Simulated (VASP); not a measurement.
Level of theory: LDA (Ceperley-Alder, Perdew-Zunger), VASP's LDA PAW potentials (set 64) (plane waves; VASP).

VASP input:

INCAR:
```
ALGO=Normal
EDIFF=1E-6
ENCUT=300
ISIF=2
ISMEAR=-1
LASPH=.TRUE.
LCHARG=.FALSE.
LMAXMIX=4
LREAL=.FALSE.
LWAVE=.FALSE.
NELM=100
PREC=Accurate
SIGMA=0.05
SYSTEM=NbP
```

File KPOINTS:
```
Regular mesh
0
Gamma
 5 5 5
```

### POSCAR
```
NbP
1
    5.6594610000     0.0000000000     0.0000000000
   -2.8297300000     4.9012370000     0.0000000000
    0.0000000000     0.0000000000     4.5666990000
Nb P
3 3
Direct
  0.5000000000   0.0000000000   0.0000000000
  0.5000000000   0.5000000000   0.0000000000
  0.0000000000   0.5000000000   0.0000000000
  0.0000000000   0.0000000000   0.0000000000
  0.3333330000   0.6666670000   0.5000000000
  0.6666670000   0.3333330000   0.5000000000
```

POTCAR, in this order: Nb_sv P (LDA.64 set). Program: vasp_std.

Output

OUTCAR:
```
 ion  position               nearest neighbor table
   1  0.500  0.000  0.000-   5 2.81   6 2.81   5 2.81   6 2.81   2 2.83   2 2.83   4 2.83   4 2.83
                             3 2.83   3 2.83
   2  0.500  0.500  0.000-   5 2.81   6 2.81   5 2.81   6 2.81   1 2.83   1 2.83   3 2.83   3 2.83
                             4 2.83   4 2.83
   3  0.000  0.500  0.000-   5 2.81   6 2.81   5 2.81   6 2.81   4 2.83   4 2.83   2 2.83   2 2.83
                             1 2.83   1 2.83
   4  0.000  0.000  0.000-   3 2.83   3 2.83   1 2.83   1 2.83   2 2.83   2 2.83
   5  0.333  0.667  0.500-   1 2.81   1 2.81   3 2.81   3 2.81   2 2.81   2 2.81
   6  0.667  0.333  0.500-   1 2.81   1 2.81   3 2.81   3 2.81   2 2.81   2 2.81
  LATTYP: Found a hexagonal cell.
 ALAT       =     5.6594610000
 C/A-ratio  =     0.8069141213
 Subroutine PRICEL returns:
 Original cell was already a primitive cell.
 Subroutine GETGRP returns: Found 24 space group operations
The static configuration has the point symmetry D_6h.
The dynamic configuration has the point symmetry D_6h.
 Subroutine INISYM returns: Found 24 space group operations
 Subroutine IBZKPT returns following result:
 Found     15 irreducible k-points:

 Following reciprocal coordinates:
            Coordinates               Weight
  0.000000  0.000000  0.000000      1.000000
  0.200000 -0.000000  0.000000      6.000000
  0.400000  0.000000  0.000000      6.000000
  0.200000  0.200000  0.000000      6.000000
  0.400000  0.200000  0.000000      6.000000
  0.000000  0.000000  0.200000      2.000000
  0.200000 -0.000000  0.200000     12.000000
  0.400000  0.000000  0.200000     12.000000
  0.200000  0.200000  0.200000     12.000000
  0.400000  0.200000  0.200000     12.000000
  0.000000  0.000000  0.400000      2.000000
  0.200000 -0.000000  0.400000     12.000000
  0.400000  0.000000  0.400000     12.000000
  0.200000  0.200000  0.400000     12.000000
  0.400000  0.200000  0.400000     12.000000
   k-points           NKPTS =     15   k-points in BZ     NKDIM =     15   number of bands    NBANDS=     32
...
```

File OSZICAR:
```
       N       E                     dE             d eps       ncg     rms          rms(c)
DAV:   1     0.385839199266E+03    0.38584E+03   -0.22042E+04  1064   0.109E+03
DAV:   2    -0.189403101032E+02   -0.40478E+03   -0.39902E+03  1336   0.471E+02
DAV:   3    -0.521506109249E+02   -0.33210E+02   -0.32981E+02  1648   0.962E+01
DAV:   4    -0.551832629935E+02   -0.30327E+01   -0.30223E+01  1608   0.269E+01
DAV:   5    -0.553168230782E+02   -0.13356E+00   -0.13346E+00  1616   0.574E+00    0.133E+01
DAV:   6    -0.531022061885E+02    0.22146E+01   -0.18040E+01  1568   0.203E+01    0.566E+00
DAV:   7    -0.525930596994E+02    0.50915E+00   -0.39046E+00  1688   0.744E+00    0.341E+00
DAV:   8    -0.524870902614E+02    0.10597E+00   -0.44926E-01  1488   0.409E+00    0.760E-01
DAV:   9    -0.524863649551E+02    0.72531E-03   -0.39278E-02  1632   0.944E-01    0.455E-01
DAV:  10    -0.524857982194E+02    0.56674E-03   -0.48093E-03  1400   0.511E-01    0.111E-01
DAV:  11    -0.524858082114E+02   -0.99920E-05   -0.65204E-04  1696   0.117E-01    0.519E-02
DAV:  12    -0.524858084928E+02   -0.28141E-06   -0.74142E-05  1472   0.387E-02    0.124E-02
DAV:  13    -0.524858085888E+02   -0.95975E-07   -0.12975E-05  1232   0.148E-02    0.504E-03
DAV:  14    -0.524858092588E+02   -0.66997E-06   -0.30548E-06   840   0.598E-03
   1 F= -.52485809E+02 E0= -.52465460E+02  d E =-.406992E-01
```

### OUTCAR
```
------------------------ aborting loop because EDIFF is reached ----------------------------------------
  FORCE on cell =-STRESS in cart. coord.  units (eV):
  Direction    XX          YY          ZZ          XY          YZ          ZX
  --------------------------------------------------------------------------------------
  Total      -14.2336448    -14.2336448    -24.8053263     -0.0000015      0.0000000     -0.0000000
  in kB     -180.0294455   -180.0294457   -313.7417863     -0.0000184      0.0000000     -0.0000000
  external PRESSURE =    -224.6002258 kB  Pullay stress =       0.0000000 kB
  volume of cell :      126.67
      direct lattice vectors                 reciprocal lattice vectors
     5.659461000  0.000000000  0.000000000     0.176695272  0.102015045  0.000000000
    -2.829730000  4.901237000  0.000000000     0.000000000  0.204030125  0.000000000
     0.000000000  0.000000000  4.566699000     0.000000000  0.000000000  0.218976552
 POSITION                                       TOTAL-FORCE (eV/Angst)
 -----------------------------------------------------------------------------------
      2.82973      0.00000      0.00000         0.000000      0.000000      0.000000
      1.41487      2.45062      0.00000         0.000000      0.000000      0.000000
     -1.41487      2.45062      0.00000         0.000000      0.000000      0.000000
      0.00000      0.00000      0.00000         0.000000      0.000000      0.000000
     -0.00000      3.26749      2.28335         0.000000     -0.000000      0.000000
      2.82973      1.63374      2.28335        -0.000000      0.000000      0.000000
 -----------------------------------------------------------------------------------
    total drift:                               -0.000000      0.000000     -0.000000
  FREE ENERGIE OF THE ION-ELECTRON SYSTEM (eV)
  ---------------------------------------------------
  free  energy   TOTEN  =       -52.4858092588 eV

  energy  without entropy=      -52.4451100613  energy(sigma->0) =      -52.46545966
```
(Selected blocks of OUTCAR.)

At this cut-off the stress carries a Pulay error, which pulls relaxed volumes low.

The structure was generated: NbP was put into an ordered model structure, which need not be its known phase. The cell was not relaxed at this level. The run is one of a series of settings (GGA removed, POTCAR Nb_sv P (LDA.64 set) against the base run), some of them coarse on purpose.
